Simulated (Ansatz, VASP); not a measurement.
# Cross-check of BAs between VASP and Ansatz, part 2 of 2

Aim: how closely do two programs agree when they are given the same cell, functional and k mesh? The cell is taken from a series of runs on this material, whose earlier steps may have relaxed, scaled, displaced or heated it; both programs get it as it stands.

VASP 6.6.1 and Ansatz 0.2.0.

So far: Starting point; VASP: G0W0 gap, LDA.

**3. Ansatz: G0W0 gap, LDA**

Level of this step: Ansatz beside VASP: Kohn-Sham DFT, plane waves, LDA (Ansatz).

Ansatz runs on its default PAW (the set named soft_2) files.

The same cell, functional (in two slightly different forms) and mesh now go to Ansatz, which takes its cutoff from its data sets.

input.yaml reads:

```yaml
crystal:
  lattice:
    - [-1.655146056, -0.955599021, 2.7693020436]
    - [1.655146056, -0.955599021, 2.7693020436]
    - [0.0, 1.9111980419, 2.7693020436]
  atoms:
    - { symbol: B, position: [-0.0007349154, -0.0007349154, -0.0007349154] }
    - { symbol: As, position: [0.7507349154, 0.7507349154, 0.7507349154] }
kpoints:
  mp_grid: { grid: [6, 6, 6] }
hamiltonian:
  xc: lda
scf:
  occupations: { method: fixed }
gw:
  n_empty_bands: 109
  ecut_chi: 150.0
  qp_bands: [v3, c3]
  screening: { model: contour_deformation }
```

Launch:

```
$ ansatz run input.yaml --threads 8 --pin off --max-ram 18432MiB --backend cpu --events-out ev --progress --plain --runs-dir out
```

Numbers of over 12 decimals in the logs are rounded to 6 here.

Output:

```text
Engine: ansatz 0.2.0, aarch64-unknown-linux-gnu
Pseudopotentials: kind: paw
Pseudopotential: B, paw, valence charge 3, recommended cutoff 420 eV (normal), B.paw.azcp
Pseudopotential: As, paw, valence charge 15, recommended cutoff 420 eV (normal), As.paw.azcp
Functional definition: SPW92
  exchange = slater_x
  correlation = pw_c
Crystal: 2 atoms, lattice volume = 26.280 Å³
Basis set: ecut = 420 eV, 531 PW (Γ)
Bands: 13, of which v1, the nominal top of the filled ones, is band 9 counted from 1 (8 counted from 0)
Symmetry: 6 space group operations
Space group: R3m (ITA 160), of the structure as read, at distance tolerance 3.0e-5 Å
k-points: 32 of 216 (time reversal used)
Non-local potential: B, projectors of the file, l = 0: 2, l = 1: 2, l = 2: 1
Non-local potential: As, projectors of the file, l = 0: 2, l = 1: 2, l = 2: 3, l = 3: 1
PAW form: soft (Blöchl's): semilocal exchange-correlation on the pseudo side does not see the compensation charge
PAW frozen core: B, regenerated for the run's functional, and the local potential with it (the file was generated under x = pbe(κ = 0.804, μ = 0.219515), c = pbe(β = 0.066725))
PAW frozen core: As, regenerated for the run's functional, and the local potential with it (the file was generated under x = pbe(κ = 0.804, μ = 0.219515), c = pbe(β = 0.066725))
PAW one-centre angular grid: B, 110 points (default); XC on 64 Gauss nodes
PAW one-centre angular grid: As, 590 points (default); XC on 64 Gauss nodes
Initial density: superposition of atomic densities (neutral atoms: chi_scale 0, normalization atom), corrected by the library's trained network
Initial wavefunctions: pseudopotential atomic-orbital guess
Functional: x = slater, c = lda
SCF iter   1: F=—  HF=-4923.503286 eV  |F-HF|=—  |Δ(HF+E_count)|=         —  Δρ=7.18e-3  dr2=1.32e-2  ethr=1.77e-3  ⟨swp⟩=4.4  Hψ=2095  notcnv=0  defer=49
preconditioner: auto → none  [insulator: Δε(μ)=1.093 eV  Ē_g=12.640 eV  n_scr=8 (ndim 8)  ℏωp=20.5 eV  f_vac=0.000  ε∞_Penn≈3.6]
SCF iter   2: F=—  HF=-4923.498968 eV  |F-HF|=—  |Δ(HF+E_count)|=   4.32e-3  Δρ=2.15e-3  dr2=6.58e-4  ethr=7.31e-5  ⟨swp⟩=2.0  Hψ=757  notcnv=0  defer=60
SCF iter   3: F=—  HF=-4923.498633 eV  |F-HF|=—  |Δ(HF+E_count)|=   3.35e-4  Δρ=1.03e-3  dr2=1.20e-4  ethr=3.66e-6  ⟨swp⟩=2.0  Hψ=772  notcnv=0  defer=60
SCF iter   4: F=—  HF=-4923.498609 eV  |F-HF|=—  |Δ(HF+E_count)|=   2.46e-5  Δρ=4.38e-4  dr2=2.04e-5  ethr=6.68e-7  ⟨swp⟩=1.0  Hψ=416  notcnv=0  defer=13
SCF iter   5: F=—  HF=-4923.498602 eV  |F-HF|=—  |Δ(HF+E_count)|=   6.52e-6  Δρ=9.90e-5  dr2=1.07e-6  ethr=1.13e-7  ⟨swp⟩=2.0  Hψ=657  notcnv=0
SCF iter   6: F=-4923.498602 eV  HF=-4923.498602 eV  |F-HF|=2.31e-9  |Δ(HF+E_count)|=   2.03e-7  Δρ=1.07e-5  dr2=1.13e-8  ethr=5.56e-10  ⟨swp⟩=3.5  Hψ=1688  notcnv=0
SCF 1 converged in 6 iterations: F = -4923.498602 eV  dr2 = 1.13e-8
  greatest PAW one-centre occupation: 0.999 electrons in one spin orbital (limit 2), on the As atom at site 1 (counted from 0), in its partial waves of l = 2
NSCF: frozen V_eff on 32 k-points
G₀W₀ screening: q 1/32
[... further progress lines ...]
NSCF: frozen V_eff on 1 k-points
NSCF: frozen V_eff on 1 k-points
[...]
SCF converged after 6 iterations
Free energy (F): -4923.498602 eV
Harris-Foulkes:  -4923.498602 eV  (|F-HF|=2.31e-9)
Internal energy: -4923.498602 eV  (E = F + TS)
E sigma→0 (E₀):  -4923.498602 eV
Fermi energy:    11.506588 eV
--- Per-component energies (eV) ---
  E_band       = -207.268494
  E_kinetic    = 154.354416
  E_local      = -1671.412193  (includes V_loc(G=0)·N_el)
  E_nonlocal   = -651.919337
  E_hartree    = 929.625358
  E_xc         = -111.680857
  E_vxc        = -118.692915  (∫ρ·V_xc dr)
  E_paw        = -1827.894919  (= ΣΔE_a)
  E_vpaw       = 221.152526  (= ΣTr[D̂ρ^β])
  E_aug_tail   = 0.000006  (compensation charges beyond the density's cutoff)
  E_ewald      = -1746.692141
  E_core_change = 2.121064  (= ΣΔE_core)
  E_smearing   = -0.000000  (= −TS)
  E_closure    = 0.000000  (closes the sum)
  Σ components = -4923.498602   (vs F -4923.498602, Δ=0.00e0)
--- Band table (eV; the first three rows and the last of 32) ---
  k-point 0: bands = [... 5 lower, -4.2951, 11.2844, 11.5066, 11.5066, 14.4183, 14.8620, 14.8620, 16.6113]
  k-point 1: bands = [... 5 lower, -3.8217, 8.5020, 10.5996, 10.7699, 14.7511, 15.4883, 15.7757, 18.4250]
  k-point 2: bands = [... 5 lower, -2.4907, 4.5885, 9.7601, 9.8740, 14.3644, 16.1773, 16.3780, 20.1271]
  k-point 31: bands = [... 5 lower, -1.4882, 2.3946, 9.7270, 9.7270, 14.6566, 16.3814, 16.3814, 20.3624]
[...]
14     9     10.5813   -16.8306     1.1450   -15.3122  0.7916    10.2070    10.2079  root
    14    10     15.6466    -9.1918    -5.0120   -14.8067  0.7851    16.2531    16.2494  root
    14    11     16.1566    -8.7596    -5.1016   -14.4343  0.7819    16.7335    16.7296  root
    14    12     17.0428    -9.0794    -5.1310   -14.6683  0.7793    17.5029    17.5007  root
    15     7      3.8680   -18.6377     4.0274   -14.0407  0.7244     3.2956     3.2984  root
    15     8      7.1415   -17.0133     2.3258   -14.1682  0.7648     6.6194     6.6223  root
    15     9      9.4754   -16.9238     1.5651   -14.9230  0.7855     9.0381     9.0397  root
    15    10     15.0889    -8.7244    -4.8092   -14.0263  0.7932    15.5841    15.5817  root
    15    11     17.0572    -8.2106    -5.3869   -14.0807  0.7746    17.5430    17.5404  root
    15    12     17.2182    -8.0897    -5.4531   -14.1016  0.7732    17.7804    17.7770  root
    16     7      3.0091   -18.6509     4.4360   -13.6305  0.7186     2.4229     2.4247  root
    16     8      7.6354   -17.0746     2.1304   -14.4381  0.7700     7.1263     7.1293  root
    16     9      8.8010   -16.9352     1.8071   -14.6606  0.7811     8.3314     8.3335  root
    16    10     14.5452    -8.3712    -4.6284   -13.4359  0.7987    14.9831    14.9815  root
    16    11     16.9012    -8.5958    -5.4613   -14.5877  0.7714    17.4351    17.4317  root
    16    12     17.8612    -7.9499    -5.5592   -14.0538  0.7711    18.4089    18.4058  root
    17     7      5.8433   -18.3700     3.0692   -14.7509  0.7452     5.2895     5.2934  root
    17     8      8.7465   -16.8759     1.6470   -14.7752  0.7808     8.2908     8.2928  root
    17     9      8.9009   -16.7906     1.7338   -14.6018  0.7820     8.4440     8.4460  root
    17    10     14.1326    -8.6220    -4.4339   -13.4977  0.7990    14.5759    14.5743  root
    17    11     16.5657    -8.4623    -5.4944   -14.4930  0.7728    17.1056    17.1020  root
    17    12     17.7119    -7.5516    -5.2978   -13.2791  0.7802    18.1434    18.1416  root
    18     7      5.7462   -18.1558     3.0643   -14.5435  0.7438     5.1946     5.1983  root
    18     8      8.7904   -17.0606     1.7045   -14.9007  0.7803     8.3329     8.3350  root
[...]
30    11     17.0161    -8.3176    -5.3184   -14.1103  0.7795    17.4929    17.4905  root
    30    12     18.8344    -7.1540    -6.3775   -14.1419  0.7512    19.4488    19.4447  root
    31     7      2.3946   -18.3475     4.6686   -13.1079  0.7171     1.8208     1.8237  root
    31     8      9.7270   -16.9670     1.5081   -15.0336  0.7866     9.3003     9.3017  root
    31     9      9.7270   -16.9670     1.5081   -15.0336  0.7866     9.3003     9.3017  root
    31    10     14.6566   -10.1275    -4.7732   -15.3796  0.7922    15.1376    15.1355  root
    31    11     16.3814    -8.1736    -5.0125   -13.7003  0.7883    16.8984    16.8955  root
    31    12     16.3814    -8.1736    -5.0125   -13.7003  0.7883    16.8984    16.8955  root
```

**4. Side by side**

Known differences besides the potentials themselves: the two LDA forms differ slightly; fixed occupations in Ansatz, narrow Gaussian smearing in VASP; the data sets hold 18 valence electrons in Ansatz (on its default PAW (the set named soft_2) files) and 8 in VASP; the cutoff is 420 eV in Ansatz and 340 eV in VASP; VASP's log shows a relativistic correction to its local exchange, Ansatz's none; Ansatz integrates over frequency by contour deformation, VASP on a grid of NOMEGA points. Total energies have different zeros and are not compared.

The two programs side by side:

```tsv
quantity	Ansatz	VASP	difference
G0W0 gap on the mesh (eV)	1.74	1.70	+0.04
Kohn-Sham gap under it (eV)	1.09	1.08	+0.01
```

**5. Outcome**

* difference in G0W0 gap on the mesh (G0W0 gap, LDA): 0.041 eV

In words: The difference in G0W0 gap on the mesh is 0.041 eV (G0W0 gap, LDA). The data sets hold unlike numbers of valence electrons (18 in Ansatz and 8 in VASP), so part of the differences comes from the potentials. Such differences can come from data sets, numerical settings and the points named under the comparisons, not from the functional's error against experiment.

[Lines on the potential files, build, host, timing and source positions are cut from VASP's logs without a mark.]

[Logs are printed without paths, hosts, clocks, repeated set-up lines and the standing remarks that a program may print on its own settings, such as how far it seeks lower states.]

[Hosts, paths, dates, database ids (printed as entryN), source tags and the programs' standing remarks are cut or masked in the printed files.]
